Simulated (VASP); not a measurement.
# Ti6O: vacancies and antisites compared, part 6 of 7

Which native defect is cheapest in Ti6O, and how does that change with the growth condition? The start is a cell from a database of measured crystal structures.

VASP 6.6.1, plane waves and PAW; the level of theory is named at each step.

So far, formation energy of the neutral defect (eV): step 7 (energies of this defect, 41 atoms, defect vacancy, element …) 2.79; step 9 (Ti36O5, element O, defect O vacancy) 6.18.

### Step 11. This defect's formation energies, 42 atoms, defect substitution, element O

This step: point defect, PBEsol; plane waves and PAW (VASP 6.6.1).

No new run; the numbers come from the runs before.

Formation energy:

```tsv
formation energy (eV)	largest move (Å)
8.757	0.2949
```

The formation energy is the energy of the relaxed defect cell less that of the perfect cell, with each removed atom booked to its reference and each added atom taken from it.

References, in eV an atom: O -5.126 (O2 molecule) and Ti -8.282 (crystal P6_3/mmc). They were run at the supercell's cutoff and functional, without U, and count both elements from their own phases.

The formation energy is 8.757 eV, and the largest move of an atom 0.29 Å.

### Step 12. Relaxing the defect, 42 atoms, defect O on the Ti site

This step: PBEsol, no spin polarisation; plane waves and PAW (O, Ti) (VASP 6.6.1).

System of this step: Ti5O. The cell holds 42 atoms: 7 O and 35 Ti. Cell: a = 6.883 Å, b = 6.883 Å, c = 15.115 Å, α = 68.5°, β = 68.5°, γ = 78.7°. It derives from Ti6O. Nearest the centre at fractional (0.370, 0.370, 0.987): O1 at 0.00 Å, O7 at 2.07 Å, Ti31 at 2.80 Å, Ti37 at 2.80 Å, Ti25 at 2.82 Å, Ti18 at 2.90 Å, Ti24 at 2.90 Å, Ti15 at 2.92 Å.

File INCAR:

```
SYSTEM = Ti5O
PREC = Normal
ENCUT = 400
EDIFF = 1E-05
NELM = 120
ISMEAR = 1
SIGMA = 0.2
LREAL = Auto
ALGO = Fast
GGA = PS
LASPH = .TRUE.
LORBIT = 11
LWAVE = .FALSE.
LCHARG = .TRUE.
KPAR = 4
NCORE = 2
IBRION = 2
NSW = 50
ISIF = 2
EDIFFG = -0.03
POTIM = 0.4
MAXMIX = 40
ISYM = 2
```

File POSCAR:

```
Ti5O
1.0
   -2.5191074978      4.3632221759      4.6901331782
    5.0382149956      0.0000000000      4.6901331782
    7.5573224934     13.0896665277      0.0000000000
O Ti
7 35
Direct
    0.3698379300      0.3698379300      0.9873385900
    0.0000000000      0.0000000000      0.0000000000
    0.0000000000      0.0000000000      0.3333333300
    0.5000000000      0.5000000000      0.1666666700
    0.0000000000      0.0000000000      0.6666666700
    0.5000000000      0.5000000000      0.5000000000
    0.5000000000      0.5000000000      0.8333333300
    0.3698379300      0.3698379300      0.3206719300
    0.8698379300      0.8698379300      0.1540052600
    0.3698379300      0.3698379300      0.6540052600
    0.8698379300      0.8698379300      0.4873385900
    0.8698379300      0.8698379300      0.8206719200
    0.0357647800      0.7039110800      0.9880784100
    0.0357647800      0.7039110800      0.3214117400
    0.5357647800      0.2039110800      0.1547450700
    0.0357647800      0.7039110800      0.6547450700
    0.5357647800      0.2039110800      0.4880784100
    0.5357647800      0.2039110800      0.8214117400
    0.7039110800      0.0357647800      0.9880784100
    0.7039110800      0.0357647800      0.3214117400
    0.2039110800      0.5357647800      0.1547450700
    0.7039110800      0.0357647800      0.6547450700
    0.2039110800      0.5357647800      0.4880784100
    0.2039110800      0.5357647800      0.8214117400
    0.1301620700      0.1301620700      0.1793280800
    0.1301620700      0.1301620700      0.5126614100
    0.6301620700      0.6301620700      0.3459947400
    0.1301620700      0.1301620700      0.8459947400
    0.6301620700      0.6301620700      0.6793280800
    0.6301620700      0.6301620700      0.0126614100
    0.2960889200      0.9642352200      0.0119215900
    0.2960889200      0.9642352200      0.3452549300
    0.7960889200      0.4642352200      0.1785882600
    0.2960889200      0.9642352200      0.6785882600
    0.7960889200      0.4642352200      0.5119215900
    0.7960889200      0.4642352200      0.8452549300
    0.9642352200      0.2960889200      0.0119215900
    0.9642352200      0.2960889200      0.3452549300
    0.4642352200      0.7960889200      0.1785882600
    0.9642352200      0.2960889200      0.6785882600
    0.4642352200      0.7960889200      0.5119215900
    0.4642352200      0.7960889200      0.8452549300
```

File KPOINTS:

```
Automatic mesh
0
Gamma
4 4 2
0 0 0
```

PAW data sets: O and Ti (PBE family, release 64).

Command:

```console
$ mpirun -np 8 vasp_std
```

The program printed:

```text
[banner, memory and clock lines left out]
running    8 mpi-ranks, on    1 nodes
[...]
[... a notice as in an earlier step ...]

 LDA part: xc-table for (Slater+PW92), standard interpolation
 POSCAR, INCAR and KPOINTS ok, starting setup
[...]
entering main loop
       N       E                     dE             d eps       ncg     rms          rms(c)
DAV:   1     0.119706475603E+04    0.11971E+04   -0.51488E+04  3164   0.119E+03
DAV:   2    -0.652200012043E+01   -0.12036E+04   -0.11702E+04  3196   0.303E+02
DAV:   3    -0.374687729418E+03   -0.36817E+03   -0.35910E+03  5712   0.147E+02
DAV:   4    -0.414274748292E+03   -0.39587E+02   -0.39062E+02  4840   0.534E+01
[...]
RMM:  21    -0.360100921473E+03    0.19545E-05   -0.46514E-04  4197   0.461E-02    0.249E-02
RMM:  22    -0.360100926998E+03   -0.55251E-05   -0.19848E-04  3678   0.241E-02    0.164E-02
RMM:  23    -0.360100926093E+03    0.90503E-06   -0.73788E-05  2916   0.178E-02
   1 F= -.36010093E+03 E0= -.36011656E+03  d E =-.360101E+03
[... from here on, the cycles between the ionic steps are left out ...]
   2 F= -.36092426E+03 E0= -.36093943E+03  d E =-.823334E+00
   3 F= -.36113612E+03 E0= -.36115131E+03  d E =-.103520E+01
   5 F= -.36185566E+03 E0= -.36187256E+03  d E =-.719537E+00
   7 F= -.36226761E+03 E0= -.36228361E+03  d E =-.373392E+00
   9 F= -.36261005E+03 E0= -.36262462E+03  d E =-.326593E+00
  11 F= -.36279053E+03 E0= -.36280404E+03  d E =-.131480E+00
  13 F= -.36297534E+03 E0= -.36298987E+03  d E =-.117610E+00
  15 F= -.36309095E+03 E0= -.36310733E+03  d E =-.725038E-01
  17 F= -.36314363E+03 E0= -.36316090E+03  d E =-.474333E-01
  19 F= -.36317360E+03 E0= -.36319104E+03  d E =-.284778E-01
  21 F= -.36320804E+03 E0= -.36322566E+03  d E =-.240824E-01
  23 F= -.36323749E+03 E0= -.36325497E+03  d E =-.221783E-01
  25 F= -.36325442E+03 E0= -.36327160E+03  d E =-.121490E-01
[...]
hard stop encountered!  aborting job ...
[...]
|     The electronic self-consistency was not achieved in the given           |
[...]
soft stop encountered!  aborting job ...
  26 F= -.36326906E+03 E0= -.36328583E+03  d E =0.503035E-01
 deleting file STOPCAR
```

Wall time 50 min (8 MPI ranks of AMD EPYC 7R43, shared host); peak memory 3 GiB.

The stop cut the electronic loop of the last step short, so that step is set aside; the step before it may be unsound too where the loop had begun to diverge.

The run met its time limit with a largest force of 0.60 eV/Å at its last finished step, so it is continued.

### Step 13. Going on with the relaxation

The relaxation goes on from where it stopped.

Edit INCAR of step 12 so:

```diff
@@ -20,3 +20,3 @@
 EDIFFG = -0.03
-POTIM = 0.4
+POTIM = 0.25
 MAXMIX = 40
```

File POSCAR:

```
Ti5O
1.0
   -2.5191074978      4.3632221759      4.6901331782
    5.0382149956      0.0000000000      4.6901331782
    7.5573224934     13.0896665277      0.0000000000
O Ti
7 35
Direct
    0.2864481030      0.2864481030      0.0655431107
    0.0173961040      0.0173961040      0.9996818551
    0.9867281811      0.9867281811      0.3411770692
    0.4976677625      0.4976677625      0.1550097921
    0.0033586792      0.0033586792      0.6644553891
    0.4959181686      0.4959181686      0.4987701727
    0.5139272161      0.5139272161      0.8260853382
    0.3602712601      0.3602712601      0.3091831028
    0.8705180121      0.8705180121      0.1527532104
    0.3723757435      0.3723757435      0.6531601898
    0.8654522876      0.8654522876      0.4889901537
    0.8764414244      0.8764414244      0.8185901511
    0.0402353715      0.7304341331      0.9814044467
    0.0301393689      0.6965125418      0.3199290160
    0.5261888731      0.2086417786      0.1308269951
    0.0386325022      0.7024672784      0.6566048871
    0.5313793614      0.1981836509      0.4871725569
    0.5410883081      0.2140143705      0.8230566947
    0.7304341331      0.0402353715      0.9814044467
    0.6965125418      0.0301393689      0.3199290160
    0.2086417786      0.5261888731      0.1308269951
    0.7024672784      0.0386325022      0.6566048871
    0.1981836509      0.5313793614      0.4871725569
    0.2140143705      0.5410883081      0.8230566947
    0.1115995617      0.1115995617      0.1917996196
    0.1317112740      0.1317112740      0.5102159603
    0.6216832561      0.6216832561      0.3445195099
    0.1437998799      0.1437998799      0.8451478566
    0.6383368801      0.6383368801      0.6749139866
    0.6506518122      0.6506518122      0.0070379193
    0.3105241608      0.0046778230      0.0143408051
    0.2947525894      0.9561440496      0.3419394563
    0.7827843177      0.4608102826      0.1830446967
    0.2988370190      0.9667977377      0.6783765052
    0.7936942364      0.4622271291      0.5102329273
    0.7962835617      0.4702639487      0.8495538244
    0.0046778230      0.3105241608      0.0143408051
    0.9561440496      0.2947525894      0.3419394563
    0.4608102826      0.7827843177      0.1830446967
    0.9667977377      0.2988370190      0.6783765052
    0.4622271291      0.7936942364      0.5102329273
    0.4702639487      0.7962835617      0.8495538244
```

KPOINTS is that of step 12.

Command:

```console
$ mpirun -np 8 vasp_std
```

The program printed:

```text
[... set-up lines as in an earlier step ...]
 entering main loop
       N       E                     dE             d eps       ncg     rms          rms(c)
DAV:   1     0.121135491173E+04    0.12114E+04   -0.51469E+04  3164   0.118E+03
DAV:   2    -0.414266570738E+01   -0.12155E+04   -0.11822E+04  3180   0.304E+02
DAV:   3    -0.380608697665E+03   -0.37647E+03   -0.36769E+03  5608   0.150E+02
DAV:   4    -0.417943031169E+03   -0.37334E+02   -0.36979E+02  4808   0.523E+01
DAV:   5    -0.418606149788E+03   -0.66312E+00   -0.65785E+00  4672   0.687E+00    0.835E+01
RMM:   6    -0.366637461596E+03    0.51969E+02   -0.20642E+02  3368   0.488E+01    0.232E+01
RMM:   7    -0.364999249862E+03    0.16382E+01   -0.49604E+01  3410   0.191E+01    0.114E+01
RMM:   8    -0.365602746742E+03   -0.60350E+00   -0.21064E+01  3915   0.129E+01    0.108E+01
RMM:   9    -0.363414536327E+03    0.21882E+01   -0.81250E+00  3642   0.830E+00    0.566E+00
RMM:  10    -0.363313872358E+03    0.10066E+00   -0.41601E+00  3474   0.669E+00    0.319E+00
RMM:  11    -0.363323170230E+03   -0.92979E-02   -0.14459E+00  4059   0.332E+00    0.211E+00
RMM:  12    -0.363274239556E+03    0.48931E-01   -0.65105E-01  4441   0.180E+00    0.135E+00
RMM:  13    -0.363272859059E+03    0.13805E-02   -0.30256E-01  4282   0.129E+00    0.125E+00
RMM:  14    -0.363256965448E+03    0.15894E-01   -0.54559E-02  3611   0.740E-01    0.856E-01
RMM:  15    -0.363255801620E+03    0.11638E-02   -0.79039E-02  4240   0.628E-01    0.410E-01
RMM:  16    -0.363255891156E+03   -0.89536E-04   -0.31004E-02  3933   0.459E-01    0.276E-01
RMM:  17    -0.363254850673E+03    0.10405E-02   -0.64180E-03  3791   0.234E-01    0.175E-01
RMM:  18    -0.363254637080E+03    0.21359E-03   -0.33882E-03  4404   0.123E-01    0.119E-01
RMM:  19    -0.363254441071E+03    0.19601E-03   -0.21032E-03  4145   0.108E-01    0.502E-02
RMM:  20    -0.363254458913E+03   -0.17843E-04   -0.69764E-04  4532   0.590E-02    0.442E-02
RMM:  21    -0.363254442060E+03    0.16853E-04   -0.15904E-04  3940   0.336E-02    0.301E-02
RMM:  22    -0.363254437574E+03    0.44864E-05   -0.18479E-04  3978   0.338E-02    0.148E-02
RMM:  23    -0.363254435413E+03    0.21613E-05   -0.18111E-05  2658   0.152E-02
   1 F= -.36325444E+03 E0= -.36327155E+03  d E =-.363254E+03
 curvature:   0.00 expect dE= 0.000E+00 dE for cont linesearch  0.000E+00
 trial: gam= 0.00000 g(F)=  0.169E-01 g(S)=  0.000E+00 ort = 0.000E+00 (trialstep = 0.100E+01)
 search vector abs. value=  0.169E-01
 bond charge predicted
       N       E                     dE             d eps       ncg     rms          rms(c)
DAV:   1    -0.363264477659E+03   -0.10040E-01   -0.75460E-01  3640   0.229E+00    0.282E-01
RMM:   2    -0.363266558267E+03   -0.20806E-02   -0.29558E-02  4999   0.525E-01    0.259E-01
RMM:   3    -0.363266521378E+03    0.36889E-04   -0.79175E-03  3628   0.271E-01    0.139E-01
RMM:   4    -0.363266519366E+03    0.20122E-05   -0.24852E-03  4451   0.132E-01    0.881E-02
RMM:   5    -0.363266558831E+03   -0.39466E-04   -0.13969E-03  3770   0.100E-01    0.734E-02
RMM:   6    -0.363266465241E+03    0.93590E-04   -0.46796E-04  3521   0.735E-02    0.317E-02
RMM:   7    -0.363266475337E+03   -0.10096E-04   -0.31716E-04  4102   0.367E-02    0.191E-02
RMM:   8    -0.363266471485E+03    0.38516E-05   -0.53444E-05  2963   0.187E-02
   2 F= -.36326647E+03 E0= -.36328359E+03  d E =-.120361E-01
[... from here on, the cycles between the ionic steps are left out ...]
   3 F= -.36326896E+03 E0= -.36328603E+03  d E =-.145238E-01
   4 F= -.36327984E+03 E0= -.36329659E+03  d E =-.108806E-01
   5 F= -.36330033E+03 E0= -.36331606E+03  d E =-.313718E-01
   6 F= -.36328578E+03 E0= -.36329921E+03  d E =-.168164E-01
   7 F= -.36330420E+03 E0= -.36331929E+03  d E =-.352431E-01
   8 F= -.36331555E+03 E0= -.36333016E+03  d E =-.113450E-01
   9 F= -.36332541E+03 E0= -.36333900E+03  d E =-.212059E-01
  10 F= -.36333229E+03 E0= -.36334583E+03  d E =-.687953E-02
  11 F= -.36333589E+03 E0= -.36334942E+03  d E =-.104794E-01
  12 F= -.36334192E+03 E0= -.36335555E+03  d E =-.603722E-02
  13 F= -.36334389E+03 E0= -.36335757E+03  d E =-.799865E-02
  14 F= -.36334690E+03 E0= -.36336071E+03  d E =-.301170E-02
  15 F= -.36334712E+03 E0= -.36336097E+03  d E =-.323399E-02
  16 F= -.36334821E+03 E0= -.36336210E+03  d E =-.108997E-02
  17 F= -.36334861E+03 E0= -.36336256E+03  d E =-.149400E-02
 curvature:  -1.88 expect dE=-0.683E-03 dE for cont linesearch -0.167E-05
 trial: gam= 0.42160 g(F)=  0.363E-03 g(S)=  0.000E+00 ort =-0.362E-04 (trialstep = 0.160E+01)
 search vector abs. value=  0.594E-03
 bond charge predicted
       N       E                     dE             d eps       ncg     rms          rms(c)
DAV:   1    -0.363348937361E+03   -0.32986E-03   -0.58109E-02  3300   0.685E-01    0.786E-02
RMM:   2    -0.363349046576E+03   -0.10922E-03   -0.20412E-03  4906   0.146E-01    0.704E-02
RMM:   3    -0.363349047585E+03   -0.10087E-05   -0.49431E-04  4025   0.668E-02    0.440E-02
RMM:   4    -0.363349038027E+03    0.95581E-05   -0.15801E-04  4166   0.348E-02    0.318E-02
RMM:   5    -0.363349033922E+03    0.41052E-05   -0.82438E-05  3281   0.240E-02
  18 F= -.36334903E+03 E0= -.36336299E+03  d E =-.419703E-03
 trial-energy change:   -0.000420  1 .order   -0.000406   -0.000555   -0.000257
 step:   2.9697(harm=  2.9697)  dis= 0.00210  next Energy=  -363.349131 (dE=-0.516E-03)
 reached required accuracy - stopping structural energy minimisation
```

Run time: 16 min. Hardware: 8 MPI ranks; peak memory 3 GiB; 2.1 h of CPU time.

OUTCAR, selected parts (step 13):

```text
   k-points           NKPTS =     14   k-points in BZ     NKDIM =     14   number of bands    NBANDS=    113

   NELECT =     182.0000    total number of electrons

 E-fermi :   3.4518

 k-point     1 :       0.0000    0.0000    0.0000
  band No.  band energies     occupation
    ...
     89       3.3505      1.74739
     90       3.3906      1.49218
     91       3.4124      1.32631
     92       3.4539      0.98205
     93       3.5058      0.56093
     94       3.6206     -0.00085
     95       3.6220     -0.00406
     96       3.7250     -0.06589
     97       3.7306     -0.06396
     98       3.8704     -0.01170
    ...

  Total       -4.3946248    -12.0499638     -6.5320987     -6.6297181     -8.5071360     -4.9115974
  in kB      -11.3818258    -31.2087142    -16.9177604    -17.1705891    -22.0329936    -12.7207551
  external PRESSURE =     -19.8361001 kB  Pullay stress =       0.0000000 kB

 POSITION                                       TOTAL-FORCE (eV/Angst)
 -----------------------------------------------------------------------------------
      1.17497      2.03511      2.58095        -0.008954     -0.015509      0.003539
      0.07189      0.12452      0.21086         0.004641      0.008039      0.004127
      5.08287      8.80380      9.23810         0.004418      0.007652      0.008688
      2.41614      4.18488      4.66098        -0.008312     -0.014397      0.009314
      5.03206      8.71579      0.04382        -0.002022     -0.003503      0.007794
      5.01754      8.69064      4.64886        -0.000678     -0.001173     -0.009085
      7.53969     13.05912      4.80423         0.007271      0.012593     -0.002133
      3.23312      5.59992      3.38057        -0.001681     -0.002911     -0.003216
      3.36305      5.82497      8.18436         0.002564      0.004442      0.003830
      5.87436     10.17469      3.49463         0.002174      0.003766      0.007488
      5.88772     10.19784      8.09567         0.008363      0.014485      0.004096
      8.39897     14.54744      8.24085         0.003863      0.006690      0.009220
     11.03787     13.02884      3.65471        -0.011073      0.005118     -0.009329
      5.85378      4.32946      3.39652        -0.005066     -0.002532     -0.006091
      0.69937      3.89856      3.42812        -0.009976     -0.007655     -0.001556
      8.41542      8.77058      3.47730         0.004055      0.002041      0.001107
      3.34443      8.69661      3.41483         0.004502      0.007706     -0.002129
      5.92116     13.14651      3.54556        -0.002054     -0.000859     -0.011249
      5.76437     16.07350      3.65471         0.009969     -0.007030     -0.009329
      0.82253      7.23425      3.39652         0.000340     -0.005654     -0.006091
      3.02657      2.55495      3.42812        -0.001642     -0.012467     -0.001556
      3.38783     11.67326      3.47730        -0.000260      0.004533      0.001107
      5.85927      7.24467      3.41483         0.004423      0.007752     -0.002129
      8.42463     11.70113      3.54556         0.000283     -0.002208     -0.011249
[...]
-----------------------------------------------------------------------------------
    total drift:                               -0.009621     -0.016664     -0.040524

  FREE ENERGIE OF THE ION-ELECTRON SYSTEM (eV)
  ---------------------------------------------------
  free  energy   TOTEN  =      -363.3490339218 eV

  energy  without entropy=     -363.3908971121  energy(sigma->0) =     -363.36298832

[... 7 parts as in an earlier step ...]

[... 10 further parts left out ...]
```

Relaxation path:

```tsv
step	energy less that of the first step (eV)	largest force (eV/Å)
1	0.0000	0.5996
2	-0.0120	0.2764
3	-0.0145	0.3288
4	-0.0254	0.3062
5	-0.0459	0.2127
6	-0.0313	0.3972
7	-0.0498	0.2499
8	-0.0611	0.1642
9	-0.0710	0.1401
10	-0.0779	0.1228
11	-0.0815	0.1320
12	-0.0875	0.0988
13	-0.0895	0.2281
14	-0.0925	0.0865
15	-0.0927	0.0641
16	-0.0938	0.0322
17	-0.0942	0.0438
18	-0.0946	0.0191
```

The atoms that moved most (Å):

```tsv
atom	dx	dy	dz	length
O1	-0.042	-0.073	-0.106	0.135
Ti15	-0.015	-0.110	-0.018	0.112
Ti21	-0.088	-0.068	-0.018	0.112
Ti31	0.024	0.045	0.071	0.087
Ti37	0.026	0.043	0.071	0.087
O2	0.030	0.053	0.048	0.077
Ti25	0.022	0.038	-0.061	0.075
Ti19	-0.015	0.040	0.040	0.059
```

Numbers from this step:

* electronic cycles: 162
* electrons: 182
* free energy (TOTEN): -363.3490 eV
* energy at zero smearing: -363.3630 eV
* Fermi energy: 3.452 eV

Valence density in the ab plane at fractional z = 0.987, through the centre, with atoms of O and Ti within 0.45 Å of it. It is the smooth field of the valence electrons, not physical close to the nuclei.

Values in e/Å³, 10 rows by 16 columns, each cell a mean:
```
1.5 1.4 0.5 0.2 0.2 0.3 0.3 0.2 0.2 0.2 0.2 0.4 0.5 0.3 0.3 0.6
0.5 0.4 0.2 0.1 0.1 0.1 0.1 0.1 0.2 0.2 0.2 0.2 0.2 0.2 0.2 0.3
1.0 0.9 0.4 0.2 0.1 0.1 0.1 0.1 0.2 0.4 0.6 0.5 0.3 0.2 0.3 0.5
0.4 0.4 0.3 0.2 0.1 0.1 0.1 0.1 0.2 0.4 0.8 0.7 0.3 0.2 0.2 0.2
0.2 0.2 0.2 0.1 0.1 0.1 0.1 0.1 0.1 0.2 0.2 0.3 0.2 0.2 0.2 0.2
0.4 0.3 0.2 0.1 0.1 0.1 0.1 0.1 0.1 0.1 0.1 0.1 0.1 0.1 0.2 0.3
0.7 0.6 0.3 0.2 0.2 0.2 0.1 0.1 0.1 0.1 0.1 0.1 0.1 0.1 0.2 0.4
0.4 0.4 0.2 0.2 0.2 0.2 0.1 0.1 0.1 0.1 0.1 0.2 0.2 0.1 0.1 0.2
1.5 0.9 0.3 0.2 0.3 0.3 0.2 0.2 0.2 0.2 0.3 0.5 0.4 0.2 0.3 0.8
5.6 3.9 0.9 0.3 0.5 0.8 0.6 0.3 0.2 0.2 0.4 0.9 0.9 0.4 0.5 2.1
```
Columns run along a (6.9 Å), rows up along b (6.9 Å). Atoms in or near the plane, at fractional coordinates: O at (0.02, 0.02), Ti at (0.04, 0.74), Ti at (0.74, 0.04), Ti at (0.65, 0.65), Ti at (0.32, 0.01), Ti at (0.01, 0.32).

The run ended after 18 ionic steps, 0.095 eV below its first step, once the forces on the free atoms met EDIFFG = -0.03.

O left its start by 1.12 Å, and its nearest neighbours now lie at 1.97, 2.10 and 2.10 Å.

### Step 14. Energies of this defect, 42 atoms, defect substitution, element Ti

This step: point defect, PBEsol; plane waves and PAW (VASP 6.6.1).

Derived from the runs above.

Formation energy:

```tsv
formation energy (eV)	largest move (Å)
-1.259	1.117
```

E_f is E(defect cell) less E(perfect cell), corrected for the atoms exchanged with their references.

References, in eV an atom: O -5.126 (O2 molecule) and Ti -8.282 (crystal P6_3/mmc). They were run at the supercell's cutoff and functional, without U, and count both elements from their own phases.

The formation energy is -1.259 eV, and the largest move of an atom 1.12 Å.

[end of part 6 of 7]

[Lines on the potential files, build, host, timing and source positions are cut from VASP's logs without a mark.]

[Logs are printed without paths, hosts, clocks, repeated set-up lines and the standing remarks that a program may print on its own settings, such as how far it seeks lower states.]

[Hosts, paths, dates, database ids (printed as entryN), source tags and the programs' standing remarks are cut or masked in the printed files.]

[In band tables of VASP the shares of atoms and orbitals are scaled to a sum of 1 inside the atoms' spheres.]

[Runs that stopped without an error message from VASP are left out.]
